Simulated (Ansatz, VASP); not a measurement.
# GaN in two plane-wave programs, part 2 of 3

Wanted: the spread between two codes on one cell, functional and k mesh. The cell is taken from a series of runs on this material, whose earlier steps may have relaxed, scaled, displaced or heated it; both programs get it as it stands.

VASP 6.6.1 and Ansatz 0.2.0.

So far: The starting structure; VASP: zone-centre phonons, LDA.

## Step 2: VASP: zone-centre phonons, LDA (continued)

Level of this step: LDA; plane waves and PAW (Ga_d, N) (VASP).

Parts of OUTCAR (step 2):

```text
ion  position               nearest neighbor table
   1  0.333  0.667  0.999-   4 1.93   4 1.93   4 1.93   3 1.93
   2  0.667  0.333  0.499-   3 1.93   3 1.93   3 1.93   4 1.93
   3  0.333  0.667  0.376-   2 1.93   2 1.93   2 1.93   1 1.93
   4  0.667  0.333  0.876-   1 1.93   1 1.93   1 1.93   2 1.93

  LATTYP: Found a hexagonal cell.
 ALAT       =     3.1517989541
 C/A-ratio  =     1.6303045470

 Subroutine GETGRP returns: Found 12 space group operations
 (whereof  6 operations were pure point group operations)

The static configuration has the point symmetry C_3v.
 The point group associated with its full space group is C_6v.

 Found     48 irreducible k-points:

   k-points           NKPTS =     48   k-points in BZ     NKDIM =     48   number of bands    NBANDS=     24

   dimension x,y,z NGX =    28 NGY =   28 NGZ =   42
   dimension x,y,z NGXF=    56 NGYF=   56 NGZF=   84

   ENCUT  =  600.0 eV  44.10 Ry    6.64 a.u.   6.29  6.29 10.26*2*pi/ulx,y,z

   NELECT =      36.0000    total number of electrons

 k-points in reciprocal lattice and weights: Automatic mesh
   0.00000000  0.00000000  0.00000000       0.002
   0.11111111  0.00000000  0.00000000       0.012
   0.22222222  0.00000000  0.00000000       0.012
   0.33333333  0.00000000  0.00000000       0.012
   0.44444444  0.00000000  0.00000000       0.012
   0.11111111  0.11111111  0.00000000       0.012
   0.22222222  0.11111111  0.00000000       0.025
   0.33333333  0.11111111  0.00000000       0.025
   0.44444444  0.11111111  0.00000000       0.012
[...]
0.33333333  0.22222222  0.50000000       0.025
   0.33333333  0.33333333  0.50000000       0.004

 average (electrostatic) potential at core
       1 -64.3552       2 -64.3552       3 -61.6176       4 -61.6176

[...]
3.151798954  0.000000000  0.000000000     0.317279120  0.183181186  0.000000000
    -1.575899477  2.729537962  0.000000000     0.000000000  0.366362371  0.000000000
     0.000000000  0.000000000  5.138392166     0.000000000  0.000000000  0.194613406

 POSITION                                       TOTAL-FORCE (eV/Angst)
 -----------------------------------------------------------------------------------
     -0.00000      1.81969      5.13477         0.000000     -0.000000      0.001492
      1.57590      0.90985      2.56557        -0.000000     -0.000000      0.001492
     -0.00000      1.81969      1.93052        -0.000000     -0.000000     -0.001492
      1.57590      0.90985      4.49972        -0.000000      0.000000     -0.001492
 -----------------------------------------------------------------------------------
    total drift:                               -0.000000     -0.000000     -0.000117

 MACROSCOPIC STATIC DIELECTRIC TENSOR (including local field effects in DFT)
 ------------------------------------------------------
           5.611144     0.000000     0.000000
           0.000000     5.611144     0.000000
          -0.000000     0.000000     5.763286
 ------------------------------------------------------

 PIEZOELECTRIC TENSOR (including local field effects)  for field in x, y, z        (C/m^2)
          XX          YY          ZZ          XY          YZ          ZX
  --------------------------------------------------------------------------------
  x    -0.00000     0.00000     0.00000     0.00000     0.00000     0.55421
  y    -0.00000     0.00000     0.00000     0.00000     0.55421     0.00000
  z     0.49853     0.49853    -1.01402     0.00000     0.00000     0.00000

 BORN EFFECTIVE CHARGES (including local field effects) (in |e|, cummulative output)
 ---------------------------------------------------------------------------------
 ion    1
    1     2.57998     0.00000     0.00000
    2     0.00000     2.57998    -0.00000
    3    -0.00000    -0.00000     2.71438
 ion    2
    1     2.57998     0.00000    -0.00000
    2     0.00000     2.57998     0.00000
    3     0.00000     0.00000     2.71438
 ion    3
    1    -2.57998    -0.00000     0.00000
    2    -0.00000    -2.57998    -0.00000
    3     0.00000     0.00000    -2.71438
 ion    4
    1    -2.57998    -0.00000    -0.00000
    2    -0.00000    -2.57998     0.00000
    3     0.00000    -0.00000    -2.71438

 Eigenvectors and eigenvalues of the dynamical matrix
 ----------------------------------------------------

   1 f  =   21.054531 THz   132.289521 2PiTHz  702.303564 cm-1    87.074505 meV
             X         Y         Z           dx          dy          dz
     -0.000000  1.819692  5.134770     0.000000    0.000000    0.039548
      1.575899  0.909846  2.565574     0.000000    0.000000   -0.039548
     -0.000000  1.819692  1.930520     0.000000    0.000000   -0.706000
      1.575899  0.909846  4.499716    -0.000000   -0.000000    0.706000

   2 f  =   17.232402 THz   108.274373 2PiTHz  574.811046 cm-1    71.267455 meV
             X         Y         Z           dx          dy          dz
     -0.000000  1.819692  5.134770    -0.124276   -0.212678   -0.000000
      1.575899  0.909846  2.565574     0.124276    0.212678   -0.000000
     -0.000000  1.819692  1.930520    -0.334402   -0.572275    0.000000
      1.575899  0.909846  4.499716     0.334402    0.572275    0.000000

   3 f  =   17.232402 THz   108.274373 2PiTHz  574.811046 cm-1    71.267455 meV
             X         Y         Z           dx          dy          dz
     -0.000000  1.819692  5.134770     0.212678   -0.124276    0.000000
      1.575899  0.909846  2.565574    -0.212678    0.124276   -0.000000
     -0.000000  1.819692  1.930520     0.572275   -0.334402    0.000000
      1.575899  0.909846  4.499716    -0.572275    0.334402    0.000000

   4 f  =   16.957947 THz   106.549926 2PiTHz  565.656237 cm-1    70.132404 meV
             X         Y         Z           dx          dy          dz
     -0.000000  1.819692  5.134770     0.145860    0.249614    0.000000
      1.575899  0.909846  2.565574     0.145860    0.249614    0.000000
     -0.000000  1.819692  1.930520    -0.325570   -0.557155   -0.000000
      1.575899  0.909846  4.499716    -0.325570   -0.557155   -0.000000

   5 f  =   16.957947 THz   106.549926 2PiTHz  565.656237 cm-1    70.132404 meV
             X         Y         Z           dx          dy          dz
     -0.000000  1.819692  5.134770     0.249614   -0.145860    0.000000
      1.575899  0.909846  2.565574     0.249614   -0.145860   -0.000000
     -0.000000  1.819692  1.930520    -0.557155    0.325570    0.000000
      1.575899  0.909846  4.499716    -0.557155    0.325570    0.000000

   6 f  =   16.281531 THz   102.299878 2PiTHz  543.093423 cm-1    67.334972 meV
             X         Y         Z           dx          dy          dz
     -0.000000  1.819692  5.134770    -0.000000   -0.000000    0.288924
      1.575899  0.909846  2.565574    -0.000000   -0.000000    0.288924
     -0.000000  1.819692  1.930520     0.000000    0.000000   -0.645386
      1.575899  0.909846  4.499716     0.000000    0.000000   -0.645386

   7 f  =   10.150199 THz    63.775582 2PiTHz  338.574200 cm-1    41.977832 meV
             X         Y         Z           dx          dy          dz
     -0.000000  1.819692  5.134770     0.000000    0.000000   -0.706000
      1.575899  0.909846  2.565574    -0.000000    0.000000    0.706000
     -0.000000  1.819692  1.930520     0.000000    0.000000   -0.039548
      1.575899  0.909846  4.499716    -0.000000   -0.000000    0.039548

   8 f  =    4.164124 THz    26.163961 2PiTHz  138.900215 cm-1    17.221424 meV
             X         Y         Z           dx          dy          dz
     -0.000000  1.819692  5.134770     0.334484    0.572228    0.000000
      1.575899  0.909846  2.565574    -0.334484   -0.572228    0.000000
     -0.000000  1.819692  1.930520    -0.124306   -0.212660    0.000000
      1.575899  0.909846  4.499716     0.124306    0.212660    0.000000

   9 f  =    4.164124 THz    26.163961 2PiTHz  138.900215 cm-1    17.221424 meV
             X         Y         Z           dx          dy          dz
     -0.000000  1.819692  5.134770    -0.572228    0.334484    0.000000
      1.575899  0.909846  2.565574     0.572228   -0.334484    0.000000
     -0.000000  1.819692  1.930520     0.212660   -0.124306    0.000000
      1.575899  0.909846  4.499716    -0.212660    0.124306    0.000000

  10 f/i=    0.001430 THz     0.008988 2PiTHz    0.047716 cm-1     0.005916 meV
             X         Y         Z           dx          dy          dz
     -0.000000  1.819692  5.134770    -0.631843   -0.131119   -0.000000
      1.575899  0.909846  2.565574    -0.631843   -0.131119   -0.000000
     -0.000000  1.819692  1.930520    -0.283076   -0.058744   -0.000000
      1.575899  0.909846  4.499716    -0.283076   -0.058744   -0.000000

  11 f/i=    0.001430 THz     0.008988 2PiTHz    0.047716 cm-1     0.005916 meV
             X         Y         Z           dx          dy          dz
     -0.000000  1.819692  5.134770    -0.131119    0.631843    0.000000
      1.575899  0.909846  2.565574    -0.131119    0.631843    0.000000
     -0.000000  1.819692  1.930520    -0.058744    0.283076    0.000000
      1.575899  0.909846  4.499716    -0.058744    0.283076    0.000000

  12 f/i=    0.005970 THz     0.037508 2PiTHz    0.199124 cm-1     0.024688 meV
             X         Y         Z           dx          dy          dz
     -0.000000  1.819692  5.134770     0.000000   -0.000000    0.645386
      1.575899  0.909846  2.565574     0.000000   -0.000000    0.645386
     -0.000000  1.819692  1.930520     0.000000   -0.000000    0.288924
      1.575899  0.909846  4.499716     0.000000   -0.000000    0.288924

 MACROSCOPIC STATIC DIELECTRIC TENSOR IONIC CONTRIBUTION
 ------------------------------------------------------
           3.972743     0.000000    -0.000000
           0.000000     3.972743    -0.000000
          -0.000000    -0.000000     4.772775
 ------------------------------------------------------

 ELASTIC MODULI CONTR FROM IONIC RELAXATION (kBar)
 Direction    XX          YY          ZZ          XY          YZ          ZX
 --------------------------------------------------------------------------------
 XX        -704.1327    308.8738    372.2343     -0.0000     -0.0000      0.0000
 YY         308.8738   -704.1327    372.2343     -0.0000      0.0000     -0.0000
 ZZ         372.2343    372.2343   -701.1017      0.0000     -0.0000     -0.0000
 XY          -0.0000     -0.0000      0.0000   -506.5033      0.0000     -0.0000
 YZ          -0.0000      0.0000     -0.0000      0.0000   -170.5911     -0.0000
 ZX           0.0000     -0.0000     -0.0000      0.0000     -0.0000   -185.1302
 --------------------------------------------------------------------------------

 PIEZOELECTRIC TENSOR IONIC CONTR  for field in x, y, z        (C/m^2)
          XX          YY          ZZ          XY          YZ          ZX
  --------------------------------------------------------------------------------
  x     0.00000    -0.00000    -0.00000     0.00000    -0.00000    -0.80697
  y    -0.00000     0.00000    -0.00000     0.00000    -0.77463    -0.00000
  z    -0.91387    -0.91387     1.72127    -0.00000     0.00000     0.00000
```

(Part 2 of 3 ends here.)

[Lines on the potential files, build, host, timing and source positions are cut from VASP's logs without a mark.]

[Logs are printed without paths, hosts, clocks, repeated set-up lines and the standing remarks that a program may print on its own settings, such as how far it seeks lower states.]

[Hosts, paths, dates, database ids (printed as entryN), source tags and the programs' standing remarks are cut or masked in the printed files.]
